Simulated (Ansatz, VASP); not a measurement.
# Cross-check of ZrSeS between VASP and Ansatz, part 2 of 2

One calculation is typed for both programs; each brings its own data sets. How far apart do they land? The structure shown is the start of the Ansatz relaxation below; VASP solves that cell, so the two are compared at the walk's first step.

VASP 6.6.1 and Ansatz 0.2.0.

So far. Step 3 (VASP: single point, LDA, start cell, pair 1): The run ends at a pressure of -1.26 GPa, with forces up to 1.4 eV/Å.

**6. VASP: single point, LDA, start cell, pair 2**

Level of this step: LDA; plane waves and PAW (Zr_sv, S, Se) (VASP).

The same cell, functional (in two slightly different forms) and mesh now go to VASP, with its own data sets.

Input file INCAR:

```
SYSTEM = ZrSeS
PREC = Accurate
ENCUT = 400
EDIFF = 1E-06
NELM = 120
ISMEAR = 0
SIGMA = 0.01
LREAL = .FALSE.
ALGO = Normal
GGA = CA
NBANDS = 18
LASPH = .TRUE.
LORBIT = 11
LWAVE = .FALSE.
LCHARG = .FALSE.
ISIF = 2
LDIPOL = .TRUE.
IDIPOL = 3
DIPOL = 0.5 0.5 0.332
LVHAR = .TRUE.
GGA_COMPAT = .FALSE.
EFERMI = MIDGAP
NELMDL = -8
KPAR = 2
```

Input file POSCAR:

```
ZrSeS
1.0
    3.6560960000      0.0000000000      0.0000000000
   -1.8280480000      3.1662720000      0.0000000000
    0.0000000000      0.0000000000     30.0000000000
Zr S Se
1 1 1
Direct
    0.0000000000      0.0000000000      0.3348984000
    0.3333333333      0.6666666667      0.3809885000
    0.6666666667      0.3333333333      0.2807798000
```

Input file KPOINTS:

```
Automatic mesh
0
Gamma
12 12 1
0 0 0
```

Potentials, in the order of the species: Zr_sv, S and Se (LDA family, release 64).

On the command line:

```bash
$ mpirun -np 2 vasp_std
```

Numbers of over 12 decimals in the logs are rounded to 6 here.

Output:

```text
[... set-up lines as in an earlier step ...]
 entering main loop
       N       E                     dE             d eps       ncg     rms          rms(c)
DAV:   1     0.134239186635E+03    0.13424E+03   -0.93403E+03   916   0.789E+02
DAV:   2    -0.618318425710E+01   -0.14042E+03   -0.13683E+03   928   0.192E+02
DAV:   3    -0.236502996291E+02   -0.17467E+02   -0.17427E+02  1242   0.603E+01
DAV:   4    -0.241314389144E+02   -0.48114E+00   -0.48045E+00  1000   0.929E+00
[...]
DAV:  25    -0.223698597374E+02   -0.40024E-05   -0.13619E-07   628   0.880E-04    0.228E-04
DAV:  26    -0.223698610994E+02   -0.13620E-05   -0.24020E-08   658   0.444E-04    0.114E-04
DAV:  27    -0.223698616758E+02   -0.57638E-06   -0.58707E-09   610   0.231E-04
   1 F= -.22369862E+02 E0= -.22369862E+02  d E =0.000000E+00
```

From OUTCAR (step 6):

```text
  Total        0.0527897      0.0527897      0.0574128     -0.0000000      0.0000000     -0.0000000
  in kB        0.2435411      0.2435411      0.2648696     -0.0000000      0.0000000     -0.0000000
  external PRESSURE =       0.2506506 kB  Pullay stress =       0.0000000 kB

 POSITION                                       TOTAL-FORCE (eV/Angst)
 -----------------------------------------------------------------------------------
      0.00000      0.00000     10.04695         0.000000      0.000000      0.014062
     -0.00000      2.11085     11.42966         0.000000      0.000000      0.025928
      1.82805      1.05542      8.42339        -0.000000     -0.000000     -0.039990
 -----------------------------------------------------------------------------------
    total drift:                                0.000000     -0.000000     -0.000101

  FREE ENERGIE OF THE ION-ELECTRON SYSTEM (eV)
  ---------------------------------------------------
  free  energy   TOTEN  =       -22.3698616758 eV

  energy  without entropy=      -22.3698616758  energy(sigma->0) =      -22.36986168

[... 3 further parts left out ...]
[key lines of the parts left out:]
E-fermi :  -3.4978
```

The run ends at a pressure of 0.03 GPa, with forces up to 0.040 eV/Å.

**7. Comparison**

What differs besides the data sets and the points named for the pairs above, as far as they apply: fixed occupations in Ansatz, narrow Gaussian smearing in VASP; the data sets hold 34 valence electrons in Ansatz (on its default PAW (the set named soft_2) files) and 24 in VASP; the cutoff is 420 eV in Ansatz and 400 eV in VASP. Total energies have different zeros and are not compared.

At this near-relaxed geometry the largest component of a force difference is 38 meV/Å. With vacuum in the cell, a pressure given here is an average over mostly empty space and none of the material.

**8. Ansatz: relaxation, LDA**

The two programs are compared at the cell with which this relaxation starts, whose forces are those of its first step.

The structure compared here is the start of the Ansatz relaxation; VASP solves that cell, so the two are compared at the walk's first step.

Input file input.yaml:

```yaml
crystal:
  lattice:
    - [3.6648157907, 0.0, 0.0]
    - [-1.8324078953, 3.1738235749, 0.0]
    - [0.0, 0.0, 30.0]
  atoms:
    - { symbol: Zr, position: [0.0, 0.0, 0.3348363862] }
    - { symbol: S, position: [0.3333333333, 0.6666666667, 0.3808092065] }
    - { symbol: Se, position: [0.6666666667, 0.3333333333, 0.281021074] }
  periodic: [true, true, false]
kpoints:
  mp_grid: { grid: [12, 12, 1] }
hamiltonian:
  xc: lda
scf:
  occupations: { method: gaussian, width: 0.02 }
output:
  forces: true
  stress: true
  eigenvalues: true
  write_density: true
  write_potential: true
  elf: true
  volumetric_format: npy
relax:
  adjacent_minimum: "off"
  f_tol: 0.005
  max_steps: 80
  cell: { stress_2d_tol: 0.02 }
```

On the command line:

```bash
$ ansatz run input.yaml --threads 8 --pin off --max-ram 14336MiB --backend cpu --events-out ev --progress --plain --runs-dir out
```

Output:

```text
[...]
Crystal: 3 atoms, lattice volume = 348.944 Å³
Basis set: ecut = 420 eV, 6785 PW (Γ)
Bands: 21, of which v1, the nominal top of the filled ones, is band 17 counted from 1 (16 counted from 0)
Symmetry: 6 space group operations
[...]
k-points: 19 of 144 (time reversal used)
[...]
--- Relaxed structure (4 steps of the walk, 3 accepted, 1 SCFs on fresh bases) ---
[...]
cell:  # Å, volume = 347.2859 Å³
    - [3.656096, -2.8798721541992e-11, 0]
    - [-1.828048, 3.166272, 0]
    - [0, 0, 30.0]
  atoms:
    - { symbol: Zr, position: [0, 0, 0.334898] }
    - { symbol: S, position: [0.333333, 0.666667, 0.380988] }
    - { symbol: Se, position: [0.666667, 0.333333, 0.280780] }
[key lines of the parts left out:]
SCF converged after 8 iterations
Free energy (F): -10334.499230 eV
Fermi energy:    -5.656379 eV
P = ½ c Tr σ = 0.0066 N/m
```

**9. VASP: single point, LDA, start cell, pair 3**

The same cell, functional (in two slightly different forms), mesh and smearing now go to VASP, with its own data sets.

Edit INCAR of step 6 so:

```diff
@@ -6,3 +6,3 @@
 ISMEAR = 0
-SIGMA = 0.01
+SIGMA = 0.02
 LREAL = .FALSE.
```

Input file POSCAR:

```
ZrSeS
1.0
    3.6648160000      0.0000000000      0.0000000000
   -1.8324080000      3.1738240000      0.0000000000
    0.0000000000      0.0000000000     30.0000000000
Zr S Se
1 1 1
Direct
    0.0000000000      0.0000000000      0.3348364000
    0.3333332283      0.6666664566      0.3808092000
    0.6666666142      0.3333332283      0.2810210667
```

KPOINTS is that of step 6.

On the command line:

```bash
$ mpirun -np 2 vasp_std
```

Output:

```text
[... set-up lines as in an earlier step ...]
 entering main loop
       N       E                     dE             d eps       ncg     rms          rms(c)
DAV:   1     0.139258699134E+03    0.13926E+03   -0.93014E+03   900   0.793E+02
DAV:   2    -0.633197749685E+01   -0.14559E+03   -0.14200E+03   950   0.196E+02
DAV:   3    -0.236630372044E+02   -0.17331E+02   -0.17289E+02  1250   0.611E+01
DAV:   4    -0.241423907355E+02   -0.47935E+00   -0.47856E+00   996   0.916E+00
[...]
DAV:  25    -0.223693716347E+02   -0.35870E-05   -0.10597E-07   646   0.803E-04    0.188E-04
DAV:  26    -0.223693731402E+02   -0.15055E-05   -0.30890E-08   628   0.462E-04    0.128E-04
DAV:  27    -0.223693736736E+02   -0.53345E-06   -0.47457E-09   632   0.223E-04
   1 F= -.22369374E+02 E0= -.22369374E+02  d E =-.182048E-82
```

From OUTCAR (step 9):

```text
  Total       -0.0625243     -0.0625243      0.1347501     -0.0000000      0.0000000      0.0000000
  in kB       -0.2870800     -0.2870800      0.6187049     -0.0000000      0.0000000      0.0000000
  external PRESSURE =       0.0148483 kB  Pullay stress =       0.0000000 kB

 POSITION                                       TOTAL-FORCE (eV/Angst)
 -----------------------------------------------------------------------------------
      0.00000      0.00000     10.04509        -0.000000     -0.000000      0.062708
      0.00000      2.11588     11.42428         0.000000      0.000000      0.025535
      1.83241      1.05794      8.43063        -0.000000     -0.000000     -0.088242
 -----------------------------------------------------------------------------------
    total drift:                               -0.000000      0.000463      0.000253

  FREE ENERGIE OF THE ION-ELECTRON SYSTEM (eV)
  ---------------------------------------------------
  free  energy   TOTEN  =       -22.3693736736 eV

  energy  without entropy=      -22.3693736736  energy(sigma->0) =      -22.36937367

[... 1 part as in an earlier step ...]

[... 2 further parts left out ...]
[key lines of the parts left out:]
E-fermi :  -3.5154
```

The run ends at a pressure of 0.00 GPa, with forces up to 0.088 eV/Å.

**10. Differences**

What differs besides the data sets and the points named for the pairs above, as far as they apply: the data sets hold 34 valence electrons in Ansatz (on its default PAW (the set named soft_2) files) and 24 in VASP. Total energies have different zeros and are not compared.

Forces (eV/Å; atoms numbered as in POSCAR):

| atom | Ansatz x, y, z | VASP x, y, z |
| --- | --- | --- |
| Zr1 | 0.000, 0.000, 0.048 | 0.000, 0.000, 0.063 |
| S2 | 0.000, 0.000, 0.003 | 0.000, 0.000, 0.026 |
| Se3 | 0.000, 0.000, -0.050 | 0.000, 0.000, -0.088 |

The forces differ by 16 meV/Å r.m.s., which is 42.1 % of the r.m.s. force of 0.037 eV/Å (both taken over all components). With vacuum in the cell, a pressure given here is an average over mostly empty space and none of the material.

**11. What came out**

```yaml
r_m_s_force_difference_single_point_lda_start_cell_pair_1: 2.5 % of the r.m.s. force
r_m_s_force_difference_single_point_lda_start_cell_pair_2: 16 meV/Å
r_m_s_force_difference_single_point_lda_start_cell_pair_3: 16 meV/Å
```

**Reading.** The r.m.s. force difference is 16 meV/Å (single point, LDA, start cell, pair 2), beyond the 12 meV/Å picked in this series as the mark of a large difference. The data sets hold unlike numbers of valence electrons (34 in Ansatz and 24 in VASP), so part of the differences comes from the potentials. What causes the difference of the single point, LDA, start cell, pair 2 pair stays open here. What causes the difference of the single point, LDA, start cell, pair 3 pair stays open here. 3 further runs of this series are not shown here. Such differences can come from data sets, numerical settings and the points named under the comparisons, not from the functional's error against experiment.

[Lines on the potential files, build, host, timing and source positions are cut from VASP's logs without a mark.]

[Logs are printed without paths, hosts, clocks, repeated set-up lines and the standing remarks that a program may print on its own settings, such as how far it seeks lower states.]

[Hosts, paths, dates, database ids (printed as entryN), source tags and the programs' standing remarks are cut or masked in the printed files.]
